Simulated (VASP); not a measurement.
Output of a VASP run:

OUTCAR:
```
 ion  position               nearest neighbor table
   1  0.000  0.000  0.000-   3 2.28   2 2.34   2 2.34   2 2.36   3 2.37   3 2.40
   2  0.333  0.667  0.230-   1 2.34   1 2.34   1 2.36
   3  0.690  0.356  0.770-   1 2.28   1 2.37   1 2.40
  LATTYP: Found a base centered orthorhombic cell.
 ALAT       =     3.5063840000
 B/A-ratio  =     1.7643994497
 C/A-ratio  =     1.4330800620
 Subroutine PRICEL returns:
 Original cell was already a primitive cell.
 Subroutine GETGRP returns: Found  1 space group operations
The static configuration has the point symmetry C_1 .
The dynamic configuration has the point symmetry C_1 .
 Subroutine INISYM returns: Found  1 space group operations
 Subroutine IBZKPT returns following result:
 Found     99 irreducible k-points:

 Following reciprocal coordinates:
            Coordinates               Weight
  0.000000  0.000000  0.000000      1.000000
  0.142857 -0.000000  0.000000      2.000000
 -0.000000  0.142857  0.000000      2.000000
  0.285714  0.000000  0.000000      2.000000
  0.000000  0.285714  0.000000      2.000000
  0.428571  0.000000  0.000000      2.000000
  0.000000  0.428571  0.000000      2.000000
  0.142857  0.142857  0.000000      2.000000
  0.285714  0.142857  0.000000      2.000000
  0.142857  0.285714  0.000000      2.000000
  0.428571  0.142857  0.000000      2.000000
  0.142857  0.428571  0.000000      2.000000
 -0.428571  0.142857  0.000000      2.000000
  0.142857 -0.428571  0.000000      2.000000
 -0.285714  0.142857  0.000000      2.000000
  0.142857 -0.285714  0.000000      2.000000
 -0.142857  0.142857  0.000000      2.000000
  0.285714  0.285714  0.000000      2.000000
  0.428571  0.285714  0.000000      2.000000
  0.285714  0.428571  0.000000      2.000000
 -0.428571  0.285714  0.000000      2.000000
  0.285714 -0.428571  0.000000      2.000000
 -0.285714  0.285714  0.000000      2.000000
  0.428571  0.428571  0.000000      2.000000
 -0.428571  0.428571  0.000000      2.000000
  0.000000  0.000000  0.250000      2.000000
  0.142857 -0.000000  0.250000      2.000000
 -0.142857  0.000000  0.250000      2.000000
 -0.000000  0.142857 -0.250000      2.000000
  0.000000 -0.142857 -0.250000      2.000000
  0.285714  0.000000  0.250000      2.000000
 -0.285714 -0.000000  0.250000      2.000000
  0.000000  0.285714 -0.250000      2.000000
 -0.000000 -0.285714 -0.250000      2.000000
  0.428571  0.000000  0.250000      2.000000
 -0.428571 -0.000000  0.250000      2.000000
  0.000000  0.428571 -0.250000      2.000000
 -0.000000 -0.428571 -0.250000      2.000000
  0.142857  0.142857  0.250000      2.000000
 -0.142857 -0.142857  0.250000      2.000000
   k-points           NKPTS =     99   k-points in BZ     NKDIM =     99   number of bands    NBANDS=     15
   number of dos      NEDOS =    301   number of ions     NIONS =      3
   total plane-waves  NPLWV =  20736
   dimension x,y,z NGX =    24 NGY =   24 NGZ =   36
   dimension x,y,z NGXF=    48 NGYF=   48 NGZF=   72
   ions per type =               1   2
   PREC   = accura    normal or accurate (medium, high low for compatibility)
   ISTART =      0    job   : 0-new  1-cont  2-samecut
   ICHARG =      2    charge: 1-file 2-atom 10-const
   ISPIN  =      1    spin polarized calculation?
   LNONCOLLINEAR =      F non collinear calculations
   LSORBIT =      F    spin-orbit coupling
   INIWAV =      1    electr: 0-lowe 1-rand  2-diag
   ENCUT  =  400.0 eV  29.40 Ry    5.42 a.u.   5.80  5.80  8.19*2*pi/ulx,y,z
   NELM   =    100;   NELMIN=  2; NELMDL= -5     # of ELM steps
   EDIFF  = 0.1E-05   stopping-criterion for ELM
   LREAL  =      F    real-space projection
   NLSPLINE    = F    spline interpolate recip. space projectors
   LMAXMIX     =    6 max onsite mixed and CHGCAR
   VOSKOWN=      0    Vosko Wilk Nusair interpolation
   EDIFFG = 0.1E-04   stopping-criterion for IOM
...
```

File OSZICAR:
```
       N       E                     dE             d eps       ncg     rms          rms(c)
DAV:   1     0.993340757379E+02    0.99334E+02   -0.92031E+03  3098   0.105E+03
DAV:   2    -0.125217714593E+02   -0.11186E+03   -0.10940E+03  3825   0.225E+02
DAV:   3    -0.165852255852E+02   -0.40635E+01   -0.40467E+01  3831   0.474E+01
DAV:   4    -0.166294696735E+02   -0.44244E-01   -0.44230E-01  3853   0.532E+00
DAV:   5    -0.166303185470E+02   -0.84887E-03   -0.84885E-03  3964   0.698E-01    0.205E+01
DAV:   6    -0.154352131464E+02    0.11951E+01   -0.19990E+00  3173   0.146E+01    0.149E+01
DAV:   7    -0.152904756756E+02    0.14474E+00   -0.94942E-01  3397   0.909E+00    0.976E+00
DAV:   8    -0.152404606781E+02    0.50015E-01   -0.12418E-01  3096   0.333E+00    0.114E+00
DAV:   9    -0.152400085175E+02    0.45216E-03   -0.63832E-03  3929   0.703E-01    0.514E-01
DAV:  10    -0.152398291356E+02    0.17938E-03   -0.10126E-03  3645   0.247E-01    0.250E-01
DAV:  11    -0.152398691078E+02   -0.39972E-04   -0.53248E-04  3883   0.150E-01    0.116E-01
DAV:  12    -0.152399356588E+02   -0.66551E-04   -0.94332E-05  3474   0.829E-02    0.348E-02
DAV:  13    -0.152399330748E+02    0.25840E-05   -0.20645E-05  3922   0.463E-02    0.153E-02
DAV:  14    -0.152399341485E+02   -0.10737E-05   -0.15587E-05  3719   0.349E-02    0.182E-02
DAV:  15    -0.152399343750E+02   -0.22647E-06   -0.96885E-07  2241   0.837E-03
   1 F= -.15239934E+02 E0= -.15239934E+02  d E =-.844047E-14
```

### OUTCAR
```
------------------------ aborting loop because EDIFF is reached ----------------------------------------
  FORCE on cell =-STRESS in cart. coord.  units (eV):
  Direction    XX          YY          ZZ          XY          YZ          ZX
  --------------------------------------------------------------------------------------
  Total        4.5831637      3.2469487      3.3532587      0.6938872      0.4879564      1.1604631
  in kB      134.7287102     95.4487412     98.5738795     20.3978159     14.3441811     34.1134863
  external PRESSURE =     109.5837769 kB  Pullay stress =       0.0000000 kB
  volume of cell :       54.50
      direct lattice vectors                 reciprocal lattice vectors
     1.753192000 -3.093331000  0.000000000     0.285194092 -0.161638053  0.000000000
     1.753192000  3.093331000  0.000000000     0.285194092  0.161638053  0.000000000
     0.000000000  0.000000000  5.024929000     0.000000000  0.000000000  0.199007787
 POSITION                                       TOTAL-FORCE (eV/Angst)
 -----------------------------------------------------------------------------------
      0.00000      0.00000      0.00000         0.840321      0.067425      0.076657
      1.75319      1.03111      1.15573         0.120559      0.152773      1.082192
      1.83357     -1.03111      3.86920        -0.960880     -0.220198     -1.158849
 -----------------------------------------------------------------------------------
    total drift:                                0.000124     -0.000000      0.000009
  FREE ENERGIE OF THE ION-ELECTRON SYSTEM (eV)
  ---------------------------------------------------
  free  energy   TOTEN  =       -15.2399343750 eV

  energy  without entropy=      -15.2399343750  energy(sigma->0) =      -15.23993437
```
(Selected blocks of OUTCAR.)

File POSCAR:
```
PtS2
1
    1.7531920000    -3.0933310000     0.0000000000
    1.7531920000     3.0933310000     0.0000000000
    0.0000000000     0.0000000000     5.0249290000
Pt S
1 2
Direct
  0.0000000000   0.0000000000   0.0000000000
  0.3333330000   0.6666670000   0.2300000000
  0.6895910000   0.3562570000   0.7700000000
```

Write an INCAR and KPOINTS that could have produced this output.

Several could match; the one computed here: the input of the run itself, PBE GGA, plane waves, VASP's PBE PAW potentials (set 64).

### KPOINTS
```
Automatic mesh
0
Gamma
7 7 4
0 0 0
```

**INCAR**
```
# general
SYSTEM =PtS2
PREC   =Accurate
ENCUT  =400
LREAL  =.FALSE.
LASPH  =.TRUE.

# electronic loop
EDIFF  =1E-6
NELM   =100
ALGO   =Normal
IMIX   =4
AMIX   =0.2
BMIX   =1.0
LMAXMIX=6

# smearing
ISMEAR =0
SIGMA  =0.05

# functional
GGA    =PE

# ions
ISIF   =2

# output
LWAVE  =.FALSE.
LCHARG =.FALSE.
```

POTCAR, in this order: Pt S (PBE.64 set). Program: vasp_std.

The compound is PtS2 in the 1T layered structure. The cell was not relaxed at this level, atoms are displaced from their ideal sites. The run is one of a series of settings (AMIX = 0.2, BMIX = 1.0, IMIX = 4 against the base run), some of them coarse on purpose.
